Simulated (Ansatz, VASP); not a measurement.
# KRbPdC2 in two plane-wave programs

Aim: how closely do two programs agree when they are given the same cell, functional and k mesh? The cell is generated by rule, not measured, and may not be a known phase. The cell is taken from a series of runs on this material, whose earlier steps may have relaxed, scaled, displaced or heated it; both programs get it as it stands.

Program: Ansatz 0.2.0. Level of theory: plane waves, with VASP 6.6.1 beside it; PBEsol. Results are calculated unless marked as measured.

The structure was built from a prototype and need not be the compound's stable phase.

## Step 1: Starting point

Symmetry: P3m1, No. 156, trigonal system. Conventional cell: a = 5.215 Å, b = 5.215 Å, c = 5.239 Å, α = 90.00°, β = 90.00°, γ = 120.00°. Nearest to Rb lie 6 C at 3.05 to 3.50 Å and 3 Pd at 3.35 Å. Nearest to K lie 6 C at 3.06 to 3.51 Å and 3 Pd at 3.34 Å. Pd has 4 C at 1.98 to 3.26 Å and 3 K at 3.34 Å and 3 Rb at 3.35 Å nearest. Nearest to C lie 1 C at 1.27 Å and 2 Pd at 1.99 to 3.25 Å and 3 Rb at 3.05 Å and 3 K at 3.51 Å. Nearest to C lie 1 C at 1.27 Å and 2 Pd at 1.98 to 3.26 Å and 3 K at 3.06 Å and 3 Rb at 3.50 Å. Farther neighbours are not listed.

Structure file:

```xyz
5
Lattice="5.2149 0.0000 0.0000 -2.6074 4.5162 0.0000 0.0000 0.0000 5.2391" Properties=species:S:1:pos:R:3 pbc="T T T"
Rb    0.0000    3.0108    1.4687
K     2.6074    1.5054    3.7890
Pd    0.0000    0.0000    5.2291
C     0.0000    0.0000    1.9807
C     0.0000    0.0000    3.2498
```

## Step 2: VASP: relaxation of cell and atoms, PBEsol

The relaxed volume is the usual yardstick between codes: in a stiff, nearly cubic crystal its relative difference is about their pressure difference at one cell divided by the bulk modulus.

Lines of VASP's logs that name or quote its potential files are left out, and so is its time.

Input file INCAR:

```
SYSTEM = KRbPdC2
PREC = Accurate
ENCUT = 600
EDIFF = 1E-07
NELM = 120
ISMEAR = 0
SIGMA = 0.01
LREAL = .FALSE.
ALGO = Normal
GGA = PS
NBANDS = 24
LASPH = .TRUE.
LORBIT = 11
LWAVE = .FALSE.
LCHARG = .FALSE.
ISIF = 3
IBRION = 2
NSW = 80
EDIFFG = -0.005
GGA_COMPAT = .FALSE.
NELMIN = 4
EFERMI = MIDGAP
KPAR = 2
```

Input file POSCAR:

```
KRbPdC2
1.0
    5.2148910000      0.0000000000      0.0000000000
   -2.6074460000      4.5162280000      0.0000000000
    0.0000000000      0.0000000000      5.2390860000
Rb K Pd C
1 1 1 2
Direct
    0.3333334342      0.6666667405      0.2803355394
    0.6666667675      0.3333334072      0.7232125985
    0.0000001009      0.0000000738      0.9980847804
    0.0000001009      0.0000000738      0.3780621276
    0.0000001009      0.0000000738      0.6203049540
```

Input file KPOINTS:

```
Automatic mesh
0
Gamma
6 6 4
0 0 0
```

The projector-augmented-wave data sets are Rb_sv, K_sv, Pd and C (PBE family, release 64).

Launch:

```bash
$ mpirun -np 2 vasp_std
```

Numbers of over 12 decimals in the logs are rounded to 6 here.

The log of the run:

```text
[banner, memory and clock lines left out]
running    2 mpi-ranks, on    1 nodes
 distrk:  each k-point on    1 cores,    2 groups
 distr:  one band on    1 cores,    1 groups

 POSCAR found type information on POSCAR RbK PdC
 POSCAR found :  4 types and       5 ions
|                                                                             |
|               ----> ADVICE to this user running VASP <----                  |
|                                                                             |
|     You enforced a specific xc type in the INCAR file but a different       |
|     [... a line on the potential file left out ...]
|     I HOPE YOU KNOW WHAT YOU ARE DOING!                                     |
|                                                                             |

 LDA part: xc-table for (Slater+PW92), standard interpolation
 POSCAR, INCAR and KPOINTS ok, starting setup
 FFT: planning ... GRIDC
 FFT: planning ... GRID_SOFT
 FFT: planning ... GRID
 WAVECAR not read
 entering main loop
       N       E                     dE             d eps       ncg     rms          rms(c)
DAV:   1     0.243550115343E+03    0.24355E+03   -0.17831E+04  1152   0.148E+03
DAV:   2    -0.119930136173E+02   -0.25554E+03   -0.24544E+03  1376   0.334E+02
DAV:   3    -0.307080540705E+02   -0.18715E+02   -0.18591E+02  1872   0.832E+01
DAV:   4    -0.312108752078E+02   -0.50282E+00   -0.50230E+00  1560   0.136E+01
DAV:   5    -0.312374203685E+02   -0.26545E-01   -0.26544E-01  1752   0.206E+00    0.134E+01
DAV:   6    -0.273984741671E+02    0.38389E+01   -0.89138E+00  1392   0.179E+01    0.610E+00
DAV:   7    -0.270914085828E+02    0.30707E+00   -0.41856E+00  1504   0.109E+01    0.457E+00
DAV:   8    -0.270488177777E+02    0.42591E-01   -0.45831E-01  1704   0.411E+00    0.232E+00
DAV:   9    -0.270341966513E+02    0.14621E-01   -0.59006E-02  1440   0.156E+00    0.314E-01
DAV:  10    -0.270354911922E+02   -0.12945E-02   -0.53590E-03  1560   0.425E-01    0.192E-01
DAV:  11    -0.270366996427E+02   -0.12085E-02   -0.24686E-03  1544   0.261E-01    0.651E-02
DAV:  12    -0.270367827645E+02   -0.83122E-04   -0.57391E-04  1488   0.154E-01    0.238E-02
DAV:  13    -0.270368163624E+02   -0.33598E-04   -0.75293E-05  1456   0.559E-02    0.108E-02
DAV:  14    -0.270368224667E+02   -0.61042E-05   -0.16927E-05  1496   0.279E-02    0.345E-03
DAV:  15    -0.270368228535E+02   -0.38681E-06   -0.24072E-06  1520   0.103E-02    0.183E-03
DAV:  16    -0.270368228535E+02    0.68212E-11   -0.68873E-07  1456   0.447E-03
   1 F= -.27036823E+02 E0= -.27036823E+02  d E =-.270368E+02
[...]
2 F= -.27032794E+02 E0= -.27032794E+02  d E =0.402897E-02
[...]
3 F= -.27036924E+02 E0= -.27036924E+02  d E =-.101386E-03
[...]
4 F= -.27036946E+02 E0= -.27036946E+02  d E =-.214162E-04
 trial-energy change:   -0.000021  1 .order   -0.000020   -0.000072    0.000032
 step:   0.5876(harm=  0.5735)  dis= 0.00022  next Energy=   -27.036950 (dE=-0.260E-04)
 bond charge predicted
       N       E                     dE             d eps       ncg     rms          rms(c)
DAV:   1    -0.270369608678E+02   -0.15282E-04   -0.60352E-04  1288   0.162E-01    0.233E-02
DAV:   2    -0.270369534945E+02    0.73733E-05   -0.20815E-05  1696   0.370E-02    0.111E-02
DAV:   3    -0.270369511136E+02    0.23809E-05   -0.69443E-06  1496   0.188E-02    0.627E-03
DAV:   4    -0.270369504415E+02    0.67215E-06   -0.18449E-06  1872   0.901E-03    0.274E-03
DAV:   5    -0.270369502462E+02    0.19529E-06   -0.10325E-07  1048   0.225E-03    0.832E-04
DAV:   6    -0.270369501571E+02    0.89086E-07   -0.27297E-08   728   0.115E-03
   5 F= -.27036950E+02 E0= -.27036950E+02  d E =-.259174E-04
 curvature:  -0.30 expect dE=-0.257E-05 dE for cont linesearch -0.120E-07
 trial: gam= 0.11986 g(F)=  0.256E-06 g(S)=  0.825E-05 ort =-0.191E-05 (trialstep = 0.779E+00)
 search vector abs. value=  0.937E-05
 reached required accuracy - stopping structural energy minimisation
```

Parts of OUTCAR (step 2):

```text
ion  position               nearest neighbor table
   1  0.333  0.667  0.280-   4 3.05   4 3.05   4 3.05   3 3.35   3 3.35   3 3.35   5 3.50   5 3.50
                             5 3.50   2 3.80   2 3.80   2 3.80   2 4.19   2 4.19   2 4.19
   2  0.667  0.333  0.723-   3 3.34   3 3.34   3 3.34   1 3.80   1 3.80   1 3.80   1 4.19   1 4.19
                             1 4.19
   3  0.000  0.000  0.998-   5 1.98   4 1.99   2 3.34   2 3.34   2 3.34   1 3.35   1 3.35   1 3.35

  LATTYP: Found a hexagonal cell.
 ALAT       =     5.2148910000
 C/A-ratio  =     1.0046395984

 Subroutine GETGRP returns: Found  6 space group operations
 (whereof  6 operations were pure point group operations)

The static configuration has the point symmetry C_3v.

 Found     24 irreducible k-points:

   k-points           NKPTS =     24   k-points in BZ     NKDIM =     24   number of bands    NBANDS=     24

   dimension x,y,z NGX =    42 NGY =   42 NGZ =   42
   dimension x,y,z NGXF=    84 NGYF=   84 NGZF=   84

   ENCUT  =  600.0 eV  44.10 Ry    6.64 a.u.  10.42 10.42 10.46*2*pi/ulx,y,z

   NELECT =      36.0000    total number of electrons

 k-points in reciprocal lattice and weights: Automatic mesh
   0.00000000  0.00000000  0.00000000       0.007
   0.16666667  0.00000000  0.00000000       0.042
   0.33333333  0.00000000  0.00000000       0.042
   0.50000000  0.00000000  0.00000000       0.021
   0.16666667  0.16666667  0.00000000       0.042
   0.33333333  0.16666667  0.00000000       0.083
   0.33333333  0.33333333  0.00000000       0.014
   0.00000000  0.00000000  0.25000000       0.014
   0.16666667  0.00000000  0.25000000       0.042
[...]
0.33333333  0.16666667  0.50000000       0.083
   0.33333333  0.33333333  0.50000000       0.014

 average (electrostatic) potential at core
       1 -37.4030       2 -35.9602       3 -77.9476       4 -52.2832       5 -52.2943

 E-fermi :   1.9233

 k-point     1 :       0.0000    0.0000    0.0000
  band No.  band energies     occupation
    ...
     14      -0.7766      2.00000
     15      -0.7766      2.00000
     16      -0.2900      2.00000
     17       0.0399      2.00000
     18       0.0399      2.00000
     19       5.1716      0.00000
     20       5.2850      0.00000
     21       6.3494      0.00000
     22       6.3494      0.00000
     23       6.6617      0.00000
    ...

 k-point     2 :       0.1667    0.0000    0.0000
  band No.  band energies     occupation
    ...
     14      -0.7886      2.00000
     15      -0.7619      2.00000
     16      -0.0168      2.00000
     17       0.0393      2.00000
     18       0.0553      2.00000
     19       4.6091      0.00000
     20       5.0158      0.00000
     21       6.2209      0.00000
     22       6.4940      0.00000
     23       6.7821      0.00000
    ...

 k-point     3 :       0.3333    0.0000    0.0000
  band No.  band energies     occupation
    ...
     14      -0.8111      2.00000
     15      -0.7300      2.00000
     16      -0.0195      2.00000
     17       0.0836      2.00000
     18       0.4554      2.00000
     19       3.8925      0.00000
     20       4.7387      0.00000
     21       5.7994      0.00000
     22       6.7645      0.00000
     23       6.8259      0.00000
    ...

  Total        0.0192150      0.0192150      0.0108069     -0.0000000     -0.0000000      0.0000000
  in kB        0.2495506      0.2495506      0.1403530     -0.0000000     -0.0000000      0.0000000
  external PRESSURE =       0.2131514 kB  Pullay stress =       0.0000000 kB

  energy-cutoff  :      600.00
  volume of cell :      123.36
      direct lattice vectors                 reciprocal lattice vectors
     5.215612943 -0.000000000 -0.000000000     0.191732019  0.110696556 -0.000000000
    -2.607806972  4.516853221  0.000000000     0.000000000  0.221393070 -0.000000000
     0.000000000 -0.000000000  5.236607885    -0.000000000 -0.000000000  0.190963315

 POSITION                                       TOTAL-FORCE (eV/Angst)
 -----------------------------------------------------------------------------------
      0.00000      3.01124      1.46802        -0.000000     -0.000000      0.001139
      2.60781      1.50562      3.78722        -0.000000      0.000000      0.000766
      0.00000      0.00000      5.22657         0.000000      0.000000      0.000264
      0.00000      0.00000      1.97869        -0.000000     -0.000000     -0.000372
      0.00000      0.00000      3.24932         0.000000      0.000000     -0.001796
 -----------------------------------------------------------------------------------
    total drift:                               -0.000865     -0.000866      0.000030

  FREE ENERGIE OF THE ION-ELECTRON SYSTEM (eV)
  ---------------------------------------------------
  free  energy   TOTEN  =       -27.0369501571 eV

  energy  without entropy=      -27.0369501571  energy(sigma->0) =      -27.03695016

 reached required accuracy - stopping structural energy minimisation

 total charge
# of ion       s       p       d       tot
------------------------------------------
    1        1.948   5.337   0.038   7.323
    2        1.963   5.563   0.030   7.556
    3        0.615   0.474   8.627   9.715
    4        0.908   1.591   0.000   2.498
    5        0.904   1.593   0.000   2.497
--------------------------------------------------
tot          6.338  14.557   8.694  29.589

[... 3 further parts left out ...]
```

CONTCAR:

```
KRbPdC2
   1.00000000000000
     5.2156129428056150   -0.0000000000799315   -0.0000000000000000
    -2.6078069715412497    4.5168532208148333    0.0000000000000000
     0.0000000000000000   -0.0000000000000000    5.2366078853288363
  Rb              K               Pd              C
     1     1     1     2
Direct
     0.3333334342000001    0.6666667404999984    0.2803386062513176
     0.6666667674999971    0.3333334072000014    0.7232209223727001
     0.0000001009000030    0.0000000738000026    0.9980829609332481
     0.0000001009000030    0.0000000738000026    0.3778573090491626
     0.0000001009000030    0.0000000738000026    0.6205002012935698
```

The run keeps the 6 symmetry operations of its start, so it cannot find a distortion of lower symmetry.

[end of part 1 of 2]

[Lines on the potential files, build, host, timing and source positions are cut from VASP's logs without a mark.]

[Logs are printed without paths, hosts, clocks, repeated set-up lines and the standing remarks that a program may print on its own settings, such as how far it seeks lower states.]

[Hosts, paths, dates, database ids (printed as entryN), source tags and the programs' standing remarks are cut or masked in the printed files.]
